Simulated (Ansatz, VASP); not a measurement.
# TaN: VASP beside Ansatz, part 2 of 2

One calculation is typed for both programs; each brings its own data sets. How far apart do they land? The cell is taken from a series of runs on this material, whose earlier steps may have relaxed, scaled, displaced or heated it; both programs get it as it stands.

VASP 6.6.1 and Ansatz 0.2.0.

So far: Starting point; Ansatz: zone-centre phonons, PBEsol; VASP: zone-centre phonons, PBEsol.

### 3. VASP: zone-centre phonons, PBEsol (continued)

Level of this step: PBEsol; plane waves and PAW (N, Ta_pv) (VASP).

Numbers of over 12 decimals in the logs are rounded to 6 here.

Parts of OUTCAR (step 3):

```text
ion  position               nearest neighbor table
   1  0.395  0.000  0.000-   6 2.03   5 2.18   5 2.18   4 2.18   4 2.18
   2  0.605  0.605  0.000-   6 2.03   4 2.18   4 2.18   5 2.18   5 2.18
   3  0.000  0.395  0.000-   6 2.03   4 2.18   4 2.18   5 2.18   5 2.18
   4  0.333  0.667  0.500-   2 2.18   2 2.18   3 2.18   3 2.18   1 2.18   1 2.18   5 2.96   5 2.96
                             5 2.96   6 3.32   6 3.32   6 3.32   6 3.32   6 3.32   6 3.32
   5  0.667  0.333  0.500-   2 2.18   2 2.18   1 2.18   1 2.18   3 2.18   3 2.18   4 2.96   4 2.96
                             4 2.96   6 3.32   6 3.32   6 3.32   6 3.32   6 3.32   6 3.32
   6  1.000  1.000  0.000-   2 2.03   1 2.03   3 2.03   4 3.32   4 3.32   5 3.32   5 3.32   4 3.32
                             5 3.32   4 3.32   5 3.32   5 3.32   5 3.32   4 3.32   4 3.32

  LATTYP: Found a hexagonal cell.
 ALAT       =     5.1335766172
 C/A-ratio  =     0.5866986078

 Subroutine GETGRP returns: Found 12 space group operations
 (whereof 12 operations were pure point group operations)

The static configuration has the point symmetry D_3h.

 Found     84 irreducible k-points:

   k-points           NKPTS =     84   k-points in BZ     NKDIM =     84   number of bands    NBANDS=     30

   dimension x,y,z NGX =    42 NGY =   42 NGZ =   24
   dimension x,y,z NGXF=    84 NGYF=   84 NGZF=   48

   ENCUT  =  600.0 eV  44.10 Ry    6.64 a.u.  10.25 10.25  6.02*2*pi/ulx,y,z

   NELECT =      48.0000    total number of electrons

 k-points in reciprocal lattice and weights: Automatic mesh
   0.00000000  0.00000000  0.00000000       0.001
   0.11111111  0.00000000  0.00000000       0.006
   0.22222222 -0.00000000  0.00000000       0.006
   0.33333333  0.00000000  0.00000000       0.006
   0.44444444 -0.00000000  0.00000000       0.006
   0.11111111  0.11111111  0.00000000       0.006
   0.22222222  0.11111111  0.00000000       0.012
   0.33333333  0.11111111  0.00000000       0.012
   0.44444444  0.11111111  0.00000000       0.006
[...]
-----------------------------------------------------------------------------------
    total drift:                               -0.000006     -0.000010     -0.000000

 Eigenvectors and eigenvalues of the dynamical matrix
 ----------------------------------------------------

   1 f  =   20.791689 THz   130.638033 2PiTHz  693.536084 cm-1    85.987477 meV
             X         Y         Z           dx          dy          dz
      2.026687  0.000000  0.000000     0.000000   -0.577350    0.000000
      1.553445  2.690645  0.000000    -0.500000    0.288675    0.000000
     -1.013344  1.755163  0.000000     0.500000    0.288675    0.000000
      0.000000  2.963872  1.505931    -0.000000   -0.000000    0.000000
      2.566788  1.481936  1.505931     0.000000   -0.000000   -0.000000
      2.566788  4.445808  0.000000    -0.000000   -0.000000    0.000000

   2 f  =   19.972109 THz   125.488462 2PiTHz  666.197848 cm-1    82.597969 meV
             X         Y         Z           dx          dy          dz
      2.026687  0.000000  0.000000     0.000002    0.150690   -0.000000
      1.553445  2.690645  0.000000    -0.405553   -0.551747   -0.000000
     -1.013344  1.755163  0.000000     0.405553   -0.551749    0.000000
      0.000000  2.963872  1.505931     0.006237    0.036738    0.000000
      2.566788  1.481936  1.505931    -0.006237    0.036738   -0.000000
      2.566788  4.445808  0.000000    -0.000001    0.191617    0.000000

   3 f  =   19.972109 THz   125.488462 2PiTHz  666.197848 cm-1    82.597969 meV
             X         Y         Z           dx          dy          dz
      2.026687  0.000000  0.000000     0.785894   -0.000000   -0.000000
      1.553445  2.690645  0.000000     0.083457    0.405554    0.000000
     -1.013344  1.755163  0.000000     0.083455   -0.405551   -0.000000
      0.000000  2.963872  1.505931    -0.036738    0.006237   -0.000000
      2.566788  1.481936  1.505931    -0.036738   -0.006237    0.000000
      2.566788  4.445808  0.000000    -0.191617   -0.000001   -0.000000

   4 f  =   19.058046 THz   119.745234 2PiTHz  635.707985 cm-1    78.817709 meV
             X         Y         Z           dx          dy          dz
      2.026687  0.000000  0.000000     0.577350   -0.000000    0.000000
      1.553445  2.690645  0.000000    -0.288675   -0.500000   -0.000000
     -1.013344  1.755163  0.000000    -0.288675    0.500000    0.000000
      0.000000  2.963872  1.505931    -0.000000    0.000000   -0.000000
      2.566788  1.481936  1.505931    -0.000000   -0.000000    0.000000
      2.566788  4.445808  0.000000    -0.000000   -0.000000   -0.000000

   5 f  =   16.981700 THz   106.699168 2PiTHz  566.448540 cm-1    70.230636 meV
             X         Y         Z           dx          dy          dz
      2.026687  0.000000  0.000000     0.000000   -0.785773   -0.000000
      1.553445  2.690645  0.000000     0.285777   -0.290797   -0.000000
     -1.013344  1.755163  0.000000    -0.285774   -0.290795   -0.000000
      0.000000  2.963872  1.505931    -0.020553    0.139861    0.000000
      2.566788  1.481936  1.505931     0.020552    0.139861   -0.000000
      2.566788  4.445808  0.000000    -0.000000    0.100667    0.000000

   6 f  =   16.981700 THz   106.699168 2PiTHz  566.448540 cm-1    70.230636 meV
             X         Y         Z           dx          dy          dz
      2.026687  0.000000  0.000000     0.125804    0.000002    0.000000
      1.553445  2.690645  0.000000     0.620780   -0.285775    0.000000
     -1.013344  1.755163  0.000000     0.620781    0.285776   -0.000000
      0.000000  2.963872  1.505931    -0.139861   -0.020553   -0.000000
      2.566788  1.481936  1.505931    -0.139861    0.020552    0.000000
      2.566788  4.445808  0.000000    -0.100667   -0.000000   -0.000000

   7 f  =   16.262901 THz   102.182818 2PiTHz  542.471974 cm-1    67.257923 meV
             X         Y         Z           dx          dy          dz
      2.026687  0.000000  0.000000     0.000000    0.000000   -0.554702
      1.553445  2.690645  0.000000    -0.000000    0.000000   -0.554702
     -1.013344  1.755163  0.000000     0.000000    0.000000   -0.554702
      0.000000  2.963872  1.505931     0.000000   -0.000000    0.184693
      2.566788  1.481936  1.505931    -0.000000   -0.000000    0.184693
      2.566788  4.445808  0.000000     0.000000    0.000000    0.093238

   8 f  =   16.209587 THz   101.847840 2PiTHz  540.693629 cm-1    67.037436 meV
             X         Y         Z           dx          dy          dz
      2.026687  0.000000  0.000000     0.000000    0.000000    0.809283
      1.553445  2.690645  0.000000    -0.000000    0.000000   -0.498428
     -1.013344  1.755163  0.000000    -0.000000   -0.000000   -0.310855
      0.000000  2.963872  1.505931     0.000000    0.000000   -0.000000
      2.566788  1.481936  1.505931     0.000000    0.000000    0.000000
      2.566788  4.445808  0.000000     0.000000   -0.000000    0.000000

   9 f  =   16.209587 THz   101.847840 2PiTHz  540.693629 cm-1    67.037436 meV
             X         Y         Z           dx          dy          dz
      2.026687  0.000000  0.000000    -0.000000   -0.000000    0.108295
      1.553445  2.690645  0.000000    -0.000000    0.000000    0.646712
     -1.013344  1.755163  0.000000    -0.000000   -0.000000   -0.755007
      0.000000  2.963872  1.505931     0.000000    0.000000    0.000000
      2.566788  1.481936  1.505931     0.000000    0.000000    0.000000
      2.566788  4.445808  0.000000    -0.000000   -0.000000   -0.000000

  10 f  =    6.761445 THz    42.483414 2PiTHz  225.537540 cm-1    27.963078 meV
             X         Y         Z           dx          dy          dz
      2.026687  0.000000  0.000000     0.011436    0.000001    0.000000
      1.553445  2.690645  0.000000     0.015680   -0.002450   -0.000000
     -1.013344  1.755163  0.000000     0.015681    0.002451   -0.000000
      0.000000  2.963872  1.505931    -0.066546    0.698508   -0.000000
      2.566788  1.481936  1.505931    -0.066457   -0.698517    0.000000
      2.566788  4.445808  0.000000     0.121163    0.000008   -0.000000

  11 f  =    6.761445 THz    42.483414 2PiTHz  225.537540 cm-1    27.963078 meV
             X         Y         Z           dx          dy          dz
      2.026687  0.000000  0.000000     0.000001   -0.017095   -0.000000
      1.553445  2.690645  0.000000     0.002451   -0.012851    0.000000
     -1.013344  1.755163  0.000000    -0.002449   -0.012851    0.000000
      0.000000  2.963872  1.505931     0.698508    0.066546    0.000000
      2.566788  1.481936  1.505931    -0.698517    0.066457   -0.000000
      2.566788  4.445808  0.000000     0.000008   -0.121163   -0.000000

  12 f  =    5.695794 THz    35.787728 2PiTHz  189.991232 cm-1    23.555900 meV
             X         Y         Z           dx          dy          dz
      2.026687  0.000000  0.000000     0.000008    0.047847    0.000000
      1.553445  2.690645  0.000000    -0.062077   -0.059666    0.000000
     -1.013344  1.755163  0.000000     0.062075   -0.059677    0.000000
      0.000000  2.963872  1.505931    -0.107825    0.406708    0.000000
      2.566788  1.481936  1.505931     0.107754    0.406727    0.000000
      2.566788  4.445808  0.000000     0.000069   -0.792974   -0.000000

  13 f  =    5.695794 THz    35.787728 2PiTHz  189.991232 cm-1    23.555900 meV
             X         Y         Z           dx          dy          dz
      2.026687  0.000000  0.000000    -0.095511    0.000004   -0.000000
      1.553445  2.690645  0.000000     0.012002   -0.062081   -0.000000
     -1.013344  1.755163  0.000000     0.012013    0.062071    0.000000
      0.000000  2.963872  1.505931     0.406708    0.107825   -0.000000
      2.566788  1.481936  1.505931     0.406727   -0.107754    0.000000
      2.566788  4.445808  0.000000    -0.792974   -0.000069    0.000000
    [... 43 further lines ...]
      2.566788  1.481936  1.505931     0.000000   -0.000000   -0.556179
      2.566788  4.445808  0.000000     0.000000   -0.000000   -0.556414

 ELASTIC MODULI CONTR FROM IONIC RELAXATION (kBar)
 Direction    XX          YY          ZZ          XY          YZ          ZX
 --------------------------------------------------------------------------------
 XX        -522.0350     74.6148    -15.5721      0.0000      0.0000      0.0000
 YY          74.6148   -522.0350    -15.5721      0.0000      0.0000     -0.0000
 ZZ         -15.5721    -15.5721     -1.0840      0.0000      0.0000      0.0000
 XY           0.0000     -0.0000      0.0000   -298.3281      0.0000     -0.0000
 YZ           0.0000      0.0000      0.0000      0.0000    -18.6431      0.0000
 ZX           0.0000     -0.0000      0.0000     -0.0000      0.0000    -13.8676
 --------------------------------------------------------------------------------
```

### 4. Side by side

Known differences besides the potentials themselves: the data sets hold 54 valence electrons in Ansatz (on its PAW soft_1 files) and 48 in VASP; the cutoff is 420 eV in Ansatz and 600 eV in VASP; Ansatz makes its cores anew for this functional, VASP keeps those of its PBE data sets. Total energies have different zeros and are not compared.

The two programs side by side:

```tsv
quantity	Ansatz	VASP	difference
optical mode 1 (cm⁻¹)	143.2	142.8	+0.32 %
optical mode 2 (cm⁻¹)	174.3	175.0	-0.39 %
optical mode 3 to 4 (cm⁻¹)	189.7	190.0	-0.15 %
optical mode 5 to 6 (cm⁻¹)	225.1	225.5	-0.20 %
optical mode 7 to 8 (cm⁻¹)	536.8	540.7	-0.71 %
optical mode 9 (cm⁻¹)	540.2	542.5	-0.41 %
optical mode 10 to 11 (cm⁻¹)	563.2	566.4	-0.58 %
optical mode 12 (cm⁻¹)	629.7	635.7	-0.94 %
optical mode 13 to 14 (cm⁻¹)	661.0	666.2	-0.78 %
optical mode 15 (cm⁻¹)	690.6	693.5	-0.42 %
```

Modes are paired by rising frequency, not by their patterns, so a pair may set unlike modes beside each other; they are those without the splitting of longitudinal modes.

### 5. Results

| Property | Result |
| --- | --- |
| r.m.s. difference of the optical zone-centre modes, each program's sorted by frequency (zone-centre phonons, PBEsol) | 3.2 cm⁻¹ |
| difference in optical mode 12 (zone-centre phonons, PBEsol) | -0.9 % |

**Reading.** The r.m.s. difference of the optical zone-centre modes, each program's sorted by frequency is 3.2 cm⁻¹ (zone-centre phonons, PBEsol). The data sets hold unlike numbers of valence electrons (54 in Ansatz and 48 in VASP), so part of the differences comes from the potentials. Among the rows given in per cent, the largest difference of the zone-centre phonons, PBEsol pair is in optical mode 12, -0.9 %. How closely two codes agree says nothing of how well the functional describes the real material.

[Lines on the potential files, build, host, timing and source positions are cut from VASP's logs without a mark.]

[Logs are printed without paths, hosts, clocks, repeated set-up lines and the standing remarks that a program may print on its own settings, such as how far it seeks lower states.]

[Hosts, paths, dates, database ids (printed as entryN), source tags and the programs' standing remarks are cut or masked in the printed files.]
